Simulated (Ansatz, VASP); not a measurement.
# Al16Se (Se/Al(111)): VASP beside Ansatz, part 3 of 3

Aim: how closely do two programs agree when they are given the same cell, functional and k mesh? Of the first pair: The structure shown is the start of the Ansatz relaxation below; VASP solves that cell, so the two are compared at the walk's first step.

VASP 6.6.1 and Ansatz 0.2.0.

So far. Step 5 (Ansatz: relaxation, PBE): This is the run of step 2 again, met here at its other cell. Step 7 (Differences): The forces differ by 1.9 meV/Å r.m.s., which is 4.0 % of the r.m.s. force of 0.046 eV/Å (both taken over all components). Where the cell holds vacuum, a pressure given here is an average over it and none of the material.

### Step 8. Ansatz: relaxation, PBE

Level of this step: Ansatz beside VASP: Kohn-Sham DFT, plane waves, PBE (Ansatz).

The two programs are compared at the cell with which this relaxation starts, whose forces are those of its first step. This pair takes another composition, Al36Se, with 37 atoms.

The structure compared here is the start of the Ansatz relaxation; VASP solves that cell, so the two are compared at the walk's first step.

Contents of input.yaml:

```yaml
crystal:
  lattice:
    - [8.5913473915, 0.0, 0.0]
    - [4.2956736957, 7.4403250937, 0.0]
    - [0.0, 0.0, 26.8090152073]
  atoms:
    - { symbol: Al, position: [0.0, 0.0, 0.3357079673] }
    - { symbol: Al, position: [0.1111111111, 0.1111111111, 0.4229274556] }
    - { symbol: Al, position: [0.2222222222, 0.2222222222, 0.5081857574] }
    - { symbol: Al, position: [0.0, 0.0, 0.5952293325] }
    - { symbol: Al, position: [0.0, 0.3333333333, 0.3357079673] }
    - { symbol: Al, position: [0.1111111111, 0.4444444444, 0.4229274556] }
    - { symbol: Al, position: [0.2222222222, 0.5555555556, 0.5081857574] }
    - { symbol: Al, position: [0.0, 0.3333333333, 0.5952293325] }
    - { symbol: Al, position: [0.0, 0.6666666667, 0.3357079673] }
    - { symbol: Al, position: [0.1111111111, 0.7777777778, 0.4229274556] }
    - { symbol: Al, position: [0.2222222222, 0.8888888889, 0.5081857574] }
    - { symbol: Al, position: [0.0, 0.6666666667, 0.5952293325] }
    - { symbol: Al, position: [0.3333333333, 0.0, 0.3357079673] }
    - { symbol: Al, position: [0.4444444444, 0.1111111111, 0.4229274556] }
    - { symbol: Al, position: [0.5555555556, 0.2222222222, 0.5081857574] }
    - { symbol: Al, position: [0.3333333333, 0.0, 0.5952293325] }
    - { symbol: Al, position: [0.3333333333, 0.3333333333, 0.3357079673] }
    - { symbol: Al, position: [0.4444444444, 0.4444444444, 0.4229274556] }
    - { symbol: Al, position: [0.5555555556, 0.5555555556, 0.5081857574] }
    - { symbol: Al, position: [0.3333333333, 0.3333333333, 0.5952293325] }
    - { symbol: Al, position: [0.3333333333, 0.6666666667, 0.3357079673] }
    - { symbol: Al, position: [0.4444444444, 0.7777777778, 0.4229274556] }
    - { symbol: Al, position: [0.5555555556, 0.8888888889, 0.5081857574] }
    - { symbol: Al, position: [0.3333333333, 0.6666666667, 0.5952293325] }
    - { symbol: Al, position: [0.6666666667, 0.0, 0.3357079673] }
    - { symbol: Al, position: [0.7777777778, 0.1111111111, 0.4229274556] }
    - { symbol: Al, position: [0.8888888889, 0.2222222222, 0.5081857574] }
    - { symbol: Al, position: [0.6666666667, 0.0, 0.5952293325] }
    - { symbol: Al, position: [0.6666666667, 0.3333333333, 0.3357079673] }
    - { symbol: Al, position: [0.7777777778, 0.4444444444, 0.4229274556] }
    - { symbol: Al, position: [0.8888888889, 0.5555555556, 0.5081857574] }
    - { symbol: Al, position: [0.6666666667, 0.3333333333, 0.5952293325] }
    - { symbol: Al, position: [0.6666666667, 0.6666666667, 0.3357079673] }
    - { symbol: Al, position: [0.7777777778, 0.7777777778, 0.4229274556] }
    - { symbol: Al, position: [0.8888888889, 0.8888888889, 0.5081857574] }
    - { symbol: Al, position: [0.6666666667, 0.6666666667, 0.5952293325] }
    - { symbol: Se, position: [0.1111111111, 0.1111111111, 0.6642920327] }
kpoints:
  mp_grid: { grid: [4, 4, 1] }
hamiltonian:
  xc: pbe
scf:
  occupations: { method: fermi_dirac, width: 0.1 }
  convergence: { dr2_threshold: 1.0e-08 }
efield:
  axis: 3
  dipole_correction: true
  ramp_position: 0.97
  ramp_width: 0.06
relax:
  f_tol: 0.02
  max_steps: 60
  constraints:
    - { sites: [0, 1, 4, 5, 8, 9, 12, 13, 16, 17, 20, 21, 24, 25, 28, 29, 32, 33] }
output:
  write_potential: true
  write_density: true
  volumetric_format: npy
```

Command:

```sh
$ ansatz run input.yaml --threads 2 --pin off --max-ram 3072MiB --backend cpu --events-out ev --progress --plain --runs-dir out
```

Numbers of over 12 decimals in the logs are rounded to 6 here.

Log:

```text
[...]
Crystal: 37 atoms, lattice volume = 1713.697 Å³
Basis set: ecut = 420 eV, 33479 PW (Γ), exchange–correlation on 120×120×360 points (8 copies of the dense FFT grid, shifted against one another)
Bands: 99, of which v1, the nominal top of the filled ones, is band 62 counted from 1 (61 counted from 0)
Symmetry: 6 space group operations
[...]
k-points: 4 of 16 (time reversal used)
[...]
- { symbol: Al, position: [1.1111056519297335e-11, 0.333333, 0.3357079673] }
    - { symbol: Al, position: [0.111111, 0.444444, 0.422927] }
    - { symbol: Al, position: [0.220537, 0.556398, 0.507218] }
    - { symbol: Al, position: [-0.00808617, 0.349506, 0.597800] }
    - { symbol: Al, position: [-2.2222224060897133e-11, 0.666667, 0.3357079673] }
[...]
- { symbol: Al, position: [0.666667, 0.666667, 0.3357079673] }
    - { symbol: Al, position: [0.777778, 0.777778, 0.422927] }
    - { symbol: Al, position: [0.888660, 0.888660, 0.507423] }
    - { symbol: Al, position: [0.666351, 0.666351, 0.595327] }
    - { symbol: Se, position: [0.111111, 0.111111, 0.663966] }
```

### Step 9. VASP: single point, PBE, start cell, pair 3

The same cell, functional, mesh and smearing now go to VASP, with its own data sets.

Contents of INCAR:

```
SYSTEM = Al36Se
PREC = Accurate
ENCUT = 400
EDIFF = 1E-06
NELM = 120
ISMEAR = -1
SIGMA = 0.1
LREAL = Auto
ALGO = Normal
GGA = PE
NBANDS = 84
LORBIT = 11
LWAVE = .FALSE.
LCHARG = .FALSE.
ISIF = 2
LDIPOL = .TRUE.
IDIPOL = 3
DIPOL = 0.5 0.5 0.471
LVHAR = .TRUE.
LASPH = .TRUE.
GGA_COMPAT = .FALSE.
NELMDL = -8
KPAR = 4
```

Contents of POSCAR:

```
Al36Se
1.0
    8.5913473915      0.0000000000      0.0000000000
    4.2956736957      7.4403250937      0.0000000000
    0.0000000000      0.0000000000     26.8090152073
Al Se
36 1
Direct
    0.9999999760      0.0000000457      0.3357079673
    0.1111110699      0.1111111396      0.4229274709
    0.2222221960      0.2222222656      0.5081857687
    0.9999999760      0.0000000457      0.5952293240
    0.9999999760      0.3333333275      0.3357079673
    0.1111110796      0.4444444505      0.4229274709
    0.2222222154      0.5555555669      0.5081857687
    0.9999999760      0.3333333275      0.5952293240
    0.9999999438      0.6666667026      0.3357079673
    0.1111110796      0.7777778190      0.4229274709
    0.2222221959      0.8888888875      0.5081857687
    0.9999999438      0.6666667026      0.5952293240
    0.3333332578      0.0000000457      0.3357079673
    0.4444443808      0.1111111493      0.4229274709
    0.5555554972      0.2222222851      0.5081857687
    0.3333332578      0.0000000457      0.5952293240
    0.3333332869      0.3333333566      0.3357079673
    0.4444444032      0.4444444729      0.4229274709
    0.5555554972      0.5555555669      0.5081857687
    0.3333332869      0.3333333566      0.5952293240
    0.3333332869      0.6666667057      0.3357079673
    0.4444443808      0.7777778190      0.4229274709
    0.5555555099      0.8888889196      0.5081857687
    0.3333332869      0.6666667057      0.5952293240
    0.6666666329      0.0000000135      0.3357079673
    0.7777777493      0.1111111493      0.4229274709
    0.8888888178      0.2222222656      0.5081857687
    0.6666666329      0.0000000135      0.5952293240
    0.6666666360      0.3333333566      0.3357079673
    0.7777777493      0.4444444505      0.4229274709
    0.8888888499      0.5555555796      0.5081857687
    0.6666666360      0.3333333566      0.5952293240
    0.6666666329      0.6666667026      0.3357079673
    0.7777777366      0.7777778063      0.4229274709
    0.8888888499      0.8888889196      0.5081857687
    0.6666666329      0.6666667026      0.5952293240
    0.1111110699      0.1111111396      0.6642920250
```

Contents of KPOINTS:

```
Automatic mesh
0
Gamma
4 4 1
0 0 0
```

PAW data sets: Al and Se (PBE family, release 64).

Command:

```sh
$ mpirun -np 4 vasp_std
```

Log:

```text
[banner, memory and clock lines left out]
running    4 mpi-ranks, on    1 nodes
[...]
LDA part: xc-table for (Slater+PW92), standard interpolation
 POSCAR, INCAR and KPOINTS ok, starting setup
[...]
entering main loop
       N       E                     dE             d eps       ncg     rms          rms(c)
DAV:   1     0.397618575298E+03    0.39762E+03   -0.30065E+04   672   0.787E+02
DAV:   2    -0.102301348994E+03   -0.49992E+03   -0.47577E+03   888   0.161E+02
DAV:   3    -0.137156536570E+03   -0.34855E+02   -0.33490E+02   848   0.406E+01
DAV:   4    -0.138963387004E+03   -0.18069E+01   -0.17922E+01  1000   0.989E+00
[...]
DAV:  31    -0.133430912656E+03   -0.43754E-05   -0.21015E-07   520   0.128E-03    0.507E-04
DAV:  32    -0.133430915351E+03   -0.26955E-05   -0.10242E-07   528   0.714E-04    0.390E-04
DAV:  33    -0.133430915955E+03   -0.60390E-06   -0.32008E-08   464   0.344E-04
   1 F= -.13343092E+03 E0= -.13318024E+03  d E =-.501348E+00
```

Parts of OUTCAR (step 9):

```text
  Total       -8.1141727     -8.1141727      0.5284579      0.0000000      0.0000000     -0.0000000
  in kB       -7.5861387     -7.5861387      0.4940682      0.0000000      0.0000000     -0.0000000
  external PRESSURE =      -4.8927364 kB  Pullay stress =       0.0000000 kB

 POSITION                                       TOTAL-FORCE (eV/Angst)
 -----------------------------------------------------------------------------------
      8.59135      0.00000      9.00000         0.070447      0.040673     -0.003491
      1.43189      0.82670     11.33827         0.000000     -0.000000      0.000379
      2.86378      1.65341     13.62396        -0.041911     -0.024197      0.196602
      8.59135      0.00000     15.95751        -0.547198     -0.315925     -0.047311
     10.02324      2.48011      9.00000         0.000000     -0.081346     -0.003491
      2.86378      3.30681     11.33827        -0.044189     -0.013508     -0.035182
      4.29567      4.13351     13.62396        -0.010903      0.006295     -0.006096
     10.02324      2.48011     15.95751        -0.000000      0.631850     -0.047311
     11.45513      4.96022      9.00000         0.042452     -0.024510      0.026660
      4.29567      5.78692     11.33827        -0.010396      0.045023     -0.035182
      5.72756      6.61362     13.62396        -0.000000      0.048395      0.196602
     11.45513      4.96022     15.95751         0.014766     -0.008525      0.026048
      2.86378      0.00000      9.00000        -0.070447      0.040673     -0.003491
      4.29567      0.82670     11.33827        -0.033793     -0.031515     -0.035182
[...]
-----------------------------------------------------------------------------------
    total drift:                                0.000003      0.000118     -0.006649

  FREE ENERGIE OF THE ION-ELECTRON SYSTEM (eV)
  ---------------------------------------------------
  free  energy   TOTEN  =      -133.4309159554 eV

  energy  without entropy=     -132.9295680350  energy(sigma->0) =     -133.18024200

[... 3 further parts left out ...]
[key lines of the parts left out:]
E-fermi :   0.2533
```

### Step 10. Comparison

What differs besides the data sets and the points named for the pairs above, as far as they apply: the data sets hold 124 valence electrons in Ansatz (on its default PAW (the set named soft_2) files) and 114 in VASP; the cutoff is 420 eV in Ansatz and 400 eV in VASP (PREC = Accurate, projectors in real space). Total energies have different zeros and are not compared.

Forces on 7 of the 37 atoms, those with the largest forces and the largest differences (eV/Å; atoms numbered as in POSCAR):

| atom | Ansatz x, y, z | VASP x, y, z |
| --- | --- | --- |
| Al4 | -0.544, -0.314, -0.043 | -0.547, -0.316, -0.047 |
| Al8 | 0.000, 0.628, -0.043 | 0.000, 0.632, -0.047 |
| Al16 | 0.544, -0.314, -0.043 | 0.547, -0.316, -0.047 |
| Al20 | 0.103, 0.059, -0.168 | 0.104, 0.060, -0.170 |
| Al24 | 0.000, -0.119, -0.168 | 0.000, -0.120, -0.170 |
| Al32 | -0.103, 0.059, -0.168 | -0.104, 0.060, -0.170 |
| Se37 | 0.000, 0.000, 0.367 | 0.000, 0.000, 0.379 |

The forces differ by 1.6 meV/Å r.m.s., which is 1.3 % of the r.m.s. force of 0.123 eV/Å (both taken over all components). Where the cell holds vacuum, a pressure given here is an average over it and none of the material.

### Step 11. Results

```
r.m.s. force difference (single point, PBE, start cell, pair 1)                    : 2.0 meV/Å
r.m.s. force difference (single point, PBE, relaxed atoms in a fixed cell, pair 2) : 1.9 meV/Å
r.m.s. force difference (single point, PBE, start cell, pair 3)                    : 1.6 meV/Å
```

The r.m.s. force difference is 2.0 meV/Å (single point, PBE, start cell, pair 1), within the 12 meV/Å picked in this series as the mark of a large difference. The data sets hold unlike numbers of valence electrons (64 in Ansatz and 54 in VASP and 124 in Ansatz and 114 in VASP), so part of the differences may come from the potentials. 1 further pair of this series is not shown here. Such differences can come from data sets, numerical settings and the points named under the comparisons, not from the functional's error against experiment.

[Lines on the potential files, build, host, timing and source positions are cut from VASP's logs without a mark.]

[Logs are printed without paths, hosts, clocks, repeated set-up lines and the standing remarks that a program may print on its own settings, such as how far it seeks lower states.]

[Hosts, paths, dates, database ids (printed as entryN), source tags and the programs' standing remarks are cut or masked in the printed files.]
